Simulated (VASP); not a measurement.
VASP runs on Al$_{2}$Au share one base input (revPBE GGA, plane waves, VASP's PBE PAW potentials (set 64)) and change the settings named in each case.

**INCAR**
```
ALGO=Normal
EDIFF=1E-6
ENCUT=300
GGA=RE
ISIF=2
ISMEAR=0
LASPH=.TRUE.
LCHARG=.FALSE.
LMAXMIX=6
LREAL=.FALSE.
LWAVE=.FALSE.
NELM=100
PREC=Accurate
SIGMA=0.1
SYSTEM=Al2Au
```

File KPOINTS:
```
Automatic mesh
0
Gamma
7 5 1
0 0 0
```

File POSCAR:
```
Al2Au
1
    4.2426410000     0.0000000000     0.0000000000
   -4.2426410000     4.2426410000     0.0000000000
    0.0000000000     0.0000000000    26.5000000000
Al Au
8 4
Direct
  0.5270090000   0.0068850000   0.4150830000
  0.4871950000   0.4975190000   0.4138090000
  0.5073020000   0.5139890000   0.3033550000
  0.5145570000  -0.0039000000   0.3043070000
  0.5055410000  -0.0235960000   0.6443860000
  0.5268050000   0.5046940000   0.6408160000
  0.4633850000   0.4900660000   0.5261420000
  0.5058580000   0.0277200000   0.5295660000
  0.0038940000   0.0016540000   0.4695310000
  0.9483940000   0.4675460000   0.3621260000
  0.0248490000   0.0212610000   0.6960970000
  0.9852120000   0.4961630000   0.5815750000
```

POTCAR, in this order: Al Au (PBE.64 set). Program: vasp_std.

| change | E(σ→0) (eV/atom) | largest force (eV/Å) | −TS (eV) |
|---|---|---|---|
| base run | -3.4058 | 1.722 | -0.0231 |
| SIGMA = 0.03, KPOINTS 5×4×1 Γ-centred mesh | -3.4053 | 1.704 | -0.0026 |
| KPOINTS 5×4×1 Γ-centred mesh | -3.4053 | ? | ? |
| SIGMA = 0.3, KPOINTS 5×4×1 Γ-centred mesh | -3.4055 | 1.714 | -0.1920 |
| SIGMA = 0.03, KPOINTS 6×5×1 Γ-centred mesh | -3.4067 | 1.785 | -0.0034 |
| KPOINTS 6×5×1 Γ-centred mesh | -3.4069 | 1.774 | -0.0175 |
| SIGMA = 0.3, KPOINTS 6×5×1 Γ-centred mesh | -3.4064 | ? | ? |
| SIGMA = 0.03 | -3.4057 | 1.711 | -0.0021 |
| SIGMA = 0.3 | -3.4057 | 1.719 | -0.1957 |
| SIGMA = 0.03, KPOINTS 9×6×1 Γ-centred mesh | -3.4030 | 1.741 | -0.0023 |
| KPOINTS 9×6×1 Γ-centred mesh | -3.4030 | 1.732 | -0.0223 |
| SIGMA = 0.3, KPOINTS 9×6×1 Γ-centred mesh | -3.4030 | 1.725 | -0.2075 |
| KPOINTS 1×1×1 Γ-centred mesh | -1.9753 | 2.168 | -0.1170 |

Problem. Some entries are withheld; supply them.

Solution. 
- KPOINTS 5×4×1 Γ-centred mesh, largest force (eV/Å): 1.693
- KPOINTS 5×4×1 Γ-centred mesh, −TS (eV): -0.0230
- SIGMA = 0.3, KPOINTS 6×5×1 Γ-centred mesh, largest force (eV/Å): 1.744
- SIGMA = 0.3, KPOINTS 6×5×1 Γ-centred mesh, −TS (eV): -0.1853

Energies of different potentials or functionals have different zeros.  The cell holds a wide vacuum, so values per volume refer to the whole cell. Unless said otherwise, spin-orbit coupling is left out, though it shifts the bands of the heavy elements here.

Left out are runs that ran out of time, are held back, or changed the cell or the kind of run, fixed moments of cells without a moment, rows past the twelfth, gaps on odd meshes, pressures of charged cells and columns that move by less than the noise.

The cell is a sheet or thin cut with vacuum, built from a generated structure.
